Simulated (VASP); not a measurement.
Crystal: EuMo.

```
Eu Mo
1.0
     3.53145    0.00000    0.00000
     0.00000    3.53145    0.00000
     0.00000    0.00000    3.53145
Eu Mo
1 1
Direct
  0.50000 0.50000 0.50000
  0.00000 0.00000 0.00000
```

The cell was built by a generator and needn't be a form met in nature.

```yaml
Program: VASP 6.6.1
Task: relaxation of cell and atoms
Functional: revPBE
Potentials_or_basis: VASP PAW PBE potentials, release 64 (Eu, Mo_sv)
Cutoff: 600 eV
k_mesh: 6 × 6 × 6
Occupations: fermi-dirac, width 0.05 eV
Spin: collinear spin, ferromagnetic start
Starting_moments: "[7.0, 1.0] μB"
```

At the start: pressure 2.1 GPa; volume 22.02 Å³/atom.

Task: Where does the relaxation end?

Result: Over 4 steps the energy falls by 29.4 meV/atom and the volume is 24.39 Å³/atom (+10.8 %); space group Pm-3m (No. 221, to 0.05 Å); moment 4.00 μB per cell.

The path:
| step | energy change (eV) | largest force (eV/Å) | pressure (GPa) | volume (Å³) |
| --- | --- | --- | --- | --- |
| 1 | 0.0000 | 0.0000 | 2.08 | 44.04 |
| 2 | -0.0340 | 0.0000 | 2.51 | 45.89 |
| 3 | -0.0391 | 0.0000 | -2.20 | 51.76 |
| 4 | -0.0588 | 0.0000 | 0.11 | 48.78 |

Final structure:
```xyz
2
Lattice="3.6539 0.0000 0.0000 0.0000 3.6539 0.0000 0.0000 0.0000 3.6539" Properties=species:S:1:pos:R:3 pbc="T T T"
Eu    1.8270    1.8270    1.8270
Mo    0.0000    0.0000    0.0000
```

Caveat: the PAW data sets were made with another functional, which shifts forces and pressure a little; without U or exact exchange the open f shell lies at the Fermi level, which spoils levels, moments and volumes.
